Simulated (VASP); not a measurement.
Level of theory: PBE GGA, VASP's PBE PAW potentials (set 64) (plane waves; VASP).

VASP ran on this input.

INCAR:
```
# general
SYSTEM   =  PbF2
PREC     =  Accurate
ENCUT    =  280   # plane-wave cut-off (eV)
LREAL    =  .False.   # projection in real space or not
LASPH    =  .True.   # aspherical one-centre terms

# electronic loop
EDIFF    =  1E-6   # SCF stop (eV)
NELM     =  100   # most electronic steps
ALGO     =  Normal
LMAXMIX  =  4

# smearing
ISMEAR   =  1   # Methfessel-Paxton
SIGMA    =  0.5   # width (eV)

# functional
GGA      =  PE

# ions
IBRION   =  2   # conjugate gradients
NSW      =  50
ISIF     =  3   # ions, shape and volume
EDIFFG   =  -0.01   # ionic stop

# output
LWAVE    =  .False.
LCHARG   =  .False.
```

### POSCAR
```
PbF2
1
    0.0000000000     3.0035020000     3.0035020000
    3.0035020000     0.0000000000     3.0035020000
    3.0035020000     3.0035020000     0.0000000000
Pb F
1 2
Direct
  0.0000000000   0.0000000000   0.0000000000
  0.7500000000   0.7500000000   0.7500000000
  0.2500000000   0.2500000000   0.2500000000
```

File KPOINTS:
```
Automatic
0
G
8 8 8
0.5 0.5 0.5
```

POTCAR, in this order: Pb_d F (PBE.64 set). Program: vasp_std.

The resulting files:

OSZICAR:
```
...
DAV:   3    -0.154056158054E+02   -0.15604E+02   -0.15490E+02  2432   0.109E+02
DAV:   4    -0.157581812577E+02   -0.35257E+00   -0.35231E+00  2280   0.173E+01
DAV:   5    -0.157697221075E+02   -0.11541E-01   -0.11540E-01  2444   0.309E+00    0.634E+00
DAV:   6    -0.146206066452E+02    0.11491E+01   -0.32622E+00  2762   0.152E+01    0.375E+00
DAV:   7    -0.145034199979E+02    0.11719E+00   -0.21616E-01  2252   0.324E+00    0.204E+00
DAV:   8    -0.144855630424E+02    0.17857E-01   -0.79195E-02  2164   0.308E+00    0.242E-01
DAV:   9    -0.144862130796E+02   -0.65004E-03   -0.10843E-02  2190   0.696E-01    0.103E-01
DAV:  10    -0.144871606099E+02   -0.94753E-03   -0.29081E-03  2160   0.644E-01    0.586E-02
DAV:  11    -0.144870647564E+02    0.95854E-04   -0.46237E-04  2770   0.252E-01    0.101E-02
DAV:  12    -0.144870694515E+02   -0.46952E-05   -0.21824E-05  2210   0.404E-02    0.440E-03
DAV:  13    -0.144870704600E+02   -0.10084E-05   -0.23659E-06  2168   0.120E-02    0.446E-03
DAV:  14    -0.144870702059E+02    0.25402E-06   -0.12986E-06  1296   0.103E-02
   1 F= -.14487070E+02 E0= -.14495763E+02  d E =-.144871E+02
       N       E                     dE             d eps       ncg     rms          rms(c)
DAV:   1    -0.466507801725E+03   -0.45202E+03   -0.86152E+03  2750   0.946E+02    0.170E+02
DAV:   2    -0.122915595914E+02    0.45422E+03   -0.10101E+03  2926   0.608E+02    0.678E+01
DAV:   3     0.450667129761E+02    0.57358E+02   -0.19238E+02  2940   0.239E+02    0.177E+01
DAV:   4     0.446760287876E+02   -0.39068E+00   -0.13741E+01  3084   0.103E+02    0.954E+00
DAV:   5     0.433993452498E+02   -0.12767E+01   -0.36459E+00  3228   0.823E+01    0.311E+00
DAV:   6     0.431255285878E+02   -0.27382E+00   -0.82474E-01  2642   0.109E+01    0.954E-01
DAV:   7     0.431318677816E+02    0.63392E-02   -0.30927E-02  2586   0.455E+00    0.476E-01
DAV:   8     0.431344346422E+02    0.25669E-02   -0.12871E-02  2768   0.457E+00    0.863E-02
DAV:   9     0.431344109254E+02   -0.23717E-04   -0.83025E-04  2464   0.348E-01    0.652E-02
DAV:  10     0.431345023368E+02    0.91411E-04   -0.43679E-04  2956   0.767E-01    0.130E-02
DAV:  11     0.431345017011E+02   -0.63575E-06   -0.39734E-05  2432   0.797E-02    0.250E-03
DAV:  12     0.431345015192E+02   -0.18182E-06   -0.67974E-07  1484   0.125E-02
   2 F= 0.43134502E+02 E0= 0.43129277E+02  d E =0.576216E+02
       N       E                     dE             d eps       ncg     rms          rms(c)
DAV:   1    -0.215921687126E+03   -0.25906E+03   -0.86357E+03  2190   0.120E+03    0.845E+01
DAV:   2    -0.698543054136E+02    0.14607E+03   -0.83701E+02  2280   0.283E+02    0.407E+01
DAV:   3    -0.261912350069E+02    0.43663E+02   -0.36657E+02  2350   0.190E+02    0.215E+01
DAV:   4    -0.190261676370E+02    0.71651E+01   -0.32069E+01  2734   0.475E+01    0.794E+00
DAV:   5    -0.179148120361E+02    0.11114E+01   -0.19650E+01  3134   0.368E+01    0.680E+00
DAV:   6    -0.172584748215E+02    0.65634E+00   -0.16030E+00  2248   0.933E+00    0.333E+00
DAV:   7    -0.170645705420E+02    0.19390E+00   -0.93974E-01  2650   0.783E+00    0.462E-01
DAV:   8    -0.170713270778E+02   -0.67565E-02   -0.52088E-02  2210   0.194E+00    0.125E-01
DAV:   9    -0.170716895182E+02   -0.36244E-03   -0.33135E-03  2318   0.467E-01    0.172E-01
DAV:  10    -0.170711555657E+02    0.53395E-03   -0.28246E-03  2794   0.599E-01    0.161E-02
DAV:  11    -0.170711848404E+02   -0.29275E-04   -0.21336E-04  2208   0.130E-01    0.290E-02
DAV:  12    -0.170711707821E+02    0.14058E-04   -0.59325E-05  2738   0.733E-02    0.335E-03
DAV:  13    -0.170711708652E+02   -0.83110E-07   -0.24071E-06  2182   0.121E-02
   3 F= -.17071171E+02 E0= -.17078968E+02  d E =-.258410E+01
       N       E                     dE             d eps       ncg     rms          rms(c)
DAV:   1    -0.182988355085E+02   -0.12277E+01   -0.24220E+01  2730   0.714E+01    0.643E+00
DAV:   2    -0.174794147308E+02    0.81942E+00   -0.28068E+00  2382   0.194E+01    0.156E+00
DAV:   3    -0.174046648343E+02    0.74750E-01   -0.21552E-01  2512   0.895E+00    0.460E-01
DAV:   4    -0.173989095846E+02    0.57552E-02   -0.38759E-02  2408   0.329E+00    0.165E-01
DAV:   5    -0.173994972559E+02   -0.58767E-03   -0.43574E-03  2168   0.845E-01    0.854E-02
DAV:   6    -0.173992946828E+02    0.20257E-03   -0.79554E-04  2766   0.437E-01    0.304E-02
DAV:   7    -0.173992690698E+02    0.25613E-04   -0.16727E-04  2286   0.169E-01    0.521E-03
DAV:   8    -0.173992687426E+02    0.32722E-06   -0.80963E-06  2224   0.296E-02
   4 F= -.17399269E+02 E0= -.17406864E+02  d E =-.291220E+01
       N       E                     dE             d eps       ncg     rms          rms(c)
DAV:   1    -0.180208963066E+02   -0.62163E+00   -0.14788E+01  2724   0.576E+01    0.500E+00
DAV:   2    -0.175280242963E+02    0.49287E+00   -0.16383E+00  2408   0.151E+01    0.123E+00
DAV:   3    -0.174818824320E+02    0.46142E-01   -0.13304E-01  2532   0.722E+00    0.345E-01
DAV:   4    -0.174785296693E+02    0.33528E-02   -0.22062E-02  2424   0.259E+00    0.126E-01
DAV:   5    -0.174788641982E+02   -0.33453E-03   -0.24363E-03  2168   0.645E-01    0.613E-02
DAV:   6    -0.174787646506E+02    0.99548E-04   -0.41750E-04  2764   0.333E-01    0.231E-02
DAV:   7    -0.174787484972E+02    0.16153E-04   -0.94181E-05  2286   0.134E-01    0.401E-03
DAV:   8    -0.174787482138E+02    0.28335E-06   -0.46453E-06  2226   0.233E-02
   5 F= -.17478748E+02 E0= -.17486205E+02  d E =-.299168E+01
       N       E                     dE             d eps       ncg     rms          rms(c)
DAV:   1    -0.174866855741E+02   -0.79371E-02   -0.25148E-01  2722   0.785E+00    0.641E-01
DAV:   2    -0.174785656995E+02    0.81199E-02   -0.26384E-02  2334   0.193E+00    0.160E-01
DAV:   3    -0.174777803261E+02    0.78537E-03   -0.22217E-03  2604   0.925E-01    0.431E-02
DAV:   4    -0.174777254419E+02    0.54884E-04   -0.35823E-04  2440   0.338E-01    0.159E-02
DAV:   5    -0.174777344321E+02   -0.89903E-05   -0.38099E-05  2182   0.829E-02    0.730E-03
DAV:   6    -0.174777339271E+02    0.50507E-06   -0.65435E-06  2754   0.429E-02
   6 F= -.17477734E+02 E0= -.17485173E+02  d E =-.299066E+01
       N       E                     dE             d eps       ncg     rms          rms(c)
DAV:   1    -0.175500133863E+02   -0.72279E-01   -0.21879E+00  2724   0.235E+01    0.187E+00
DAV:   2    -0.174806792527E+02    0.69334E-01   -0.22473E-01  2290   0.560E+00    0.468E-01
DAV:   3    -0.174738917019E+02    0.67876E-02   -0.18925E-02  2620   0.266E+00    0.125E-01
DAV:   4    -0.174733541148E+02    0.53759E-03   -0.31116E-03  2430   0.991E-01    0.464E-02
DAV:   5    -0.174733720052E+02   -0.17890E-04   -0.32804E-04  2182   0.246E-01    0.213E-02
DAV:   6    -0.174733550405E+02    0.16965E-04   -0.58595E-05  2758   0.128E-01    0.783E-03
DAV:   7    -0.174733545908E+02    0.44964E-06   -0.10868E-05  2284   0.450E-02    0.131E-03
DAV:   8    -0.174733547968E+02   -0.20598E-06   -0.40614E-07  1550   0.580E-03
   7 F= -.17473355E+02 E0= -.17480844E+02  d E =0.437913E-02
       N       E                     dE             d eps       ncg     rms          rms(c)
DAV:   1    -0.175160839768E+02   -0.42729E-01   -0.10434E+00  2722   0.159E+01    0.131E+00
DAV:   2    -0.174822310570E+02    0.33853E-01   -0.11054E-01  2340   0.393E+00    0.326E-01
DAV:   3    -0.174789774232E+02    0.32536E-02   -0.92317E-03  2586   0.188E+00    0.886E-02
DAV:   4    -0.174787417932E+02    0.23563E-03   -0.15051E-03  2434   0.688E-01    0.325E-02
DAV:   5    -0.174787694213E+02   -0.27628E-04   -0.15914E-04  2176   0.169E-01    0.149E-02
DAV:   6    -0.174787649705E+02    0.44509E-05   -0.27205E-05  2760   0.873E-02    0.570E-03
DAV:   7    -0.174787633327E+02    0.16378E-05   -0.57200E-06  2286   0.332E-02    0.956E-04
DAV:   8    -0.174787632455E+02    0.87251E-07   -0.21953E-07  1174   0.486E-03
   8 F= -.17478763E+02 E0= -.17486218E+02  d E =-.102932E-02
```

**OUTCAR**
```
------------------------ aborting loop because EDIFF is reached ----------------------------------------
  FORCE on cell =-STRESS in cart. coord.  units (eV):
  Direction    XX          YY          ZZ          XY          YZ          ZX
  --------------------------------------------------------------------------------------
  Total       -0.0023935     -0.0023935     -0.0023935     -0.0000000      0.0000000     -0.0000000
  in kB       -0.0927953     -0.0927953     -0.0927953     -0.0000000      0.0000000     -0.0000000
  external PRESSURE =      -0.0927953 kB  Pullay stress =       0.0000000 kB
  volume of cell :       41.32
      direct lattice vectors                 reciprocal lattice vectors
    -0.000000000  2.744055677  2.744055677    -0.182212046  0.182212046  0.182212046
     2.744055677  0.000000000  2.744055677     0.182212046 -0.182212046  0.182212046
     2.744055677  2.744055677 -0.000000000     0.182212046  0.182212046 -0.182212046
 POSITION                                       TOTAL-FORCE (eV/Angst)
 -----------------------------------------------------------------------------------
     -0.00000      0.00000      0.00000        -0.000000     -0.000000     -0.000000
      4.11608      4.11608      4.11608         0.000000     -0.000000      0.000000
      1.37203      1.37203      1.37203        -0.000000      0.000000      0.000000
 -----------------------------------------------------------------------------------
    total drift:                               -0.000000      0.000000      0.000000
  FREE ENERGIE OF THE ION-ELECTRON SYSTEM (eV)
  ---------------------------------------------------
  free  energy   TOTEN  =       -17.4787632455 eV

  energy  without entropy=      -17.5011271700  energy(sigma->0) =      -17.48621789

 reached required accuracy - stopping structural energy minimisation
```
(Selected blocks of OUTCAR.)

File CONTCAR:
```
PbF2
   1.00000000000000
    -0.0000000000000000    2.7440556769952913    2.7440556769952917
     2.7440556769952917    0.0000000000000000    2.7440556769952917
     2.7440556769952917    2.7440556769952913   -0.0000000000000000
  Pb              F
     1     2
Direct
     0.0000000000000000    0.0000000000000000    0.0000000000000000
     0.7500000000000000    0.7500000000000000    0.7500000000000000
     0.2500000000000000    0.2500000000000000    0.2500000000000000
```

At this cut-off the stress carries a Pulay error, which pulls relaxed volumes low.  Energy and stress use the plane-wave basis of the starting cell.

The structure comes from a computed database's PbF2 entry; how it stands against other phases isn't given here. This run relaxes it. Symmetry was kept, so distortions that lower it aren't found. The run is one of a series of settings (EDIFFG = -0.01, ENCUT = 280, IBRION = 2, ISIF = 3, ISMEAR = 1, NSW = 50, SIGMA = 0.5, KPOINTS 8×8×8 Γ-centred mesh shifted by (0.5, 0.5, 0.5) against the base run), some of them coarse on purpose.
